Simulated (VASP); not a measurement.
Input:

```yaml
crystal:
  lattice:
    - [0.00000, 2.69622, 2.69622]
    - [2.69622, 0.00000, 2.69622]
    - [2.69622, 2.69622, 0.00000]
  atoms:
    - { symbol: W, position: [0.00000, 0.00000, 0.00000] }
    - { symbol: P, position: [0.25000, 0.25000, 0.25000] }
```

Level of theory: r2SCAN meta-GGA, VASP's PBE PAW potentials (set 64) (plane waves; VASP). Settings: 400 eV cut-off, 13×13×13 Γ-centred mesh, tetrahedra with Blöchl corrections, potentials W_sv P.

Give the energies of bands 6 to 12 at the high-symmetry points, in eV from the Fermi level.

| band | Γ | X | U | L | W |
|---|---|---|---|---|---|
| 6 | -4.58 | -6.24 | -5.59 | -5.44 | -4.98 |
| 7 | -4.58 | -2.79 | -3.81 | -4.07 | -4.75 |
| 8 | -4.58 | -2.79 | -3.18 | -4.07 | -2.74 |
| 9 | -0.37 | -1.68 | -1.80 | 0.23 | -1.89 |
| 10 | -0.37 | 0.12 | 0.06 | 0.23 | -0.43 |
| 11 | 3.62 | 1.02 | 0.47 | 0.31 | 0.77 |
| 12 | 6.50 | 1.54 | 2.71 | 3.71 | 2.15 |

It has no gap at this level: it comes out as a metal or semimetal.

The structure was generated: WP was put into the zinc blende type (F-43m), which need not be its known phase. It was relaxed first, which changed the volume by -35 %. The electron count is odd and the run is not spin-polarised, which forces a metal.
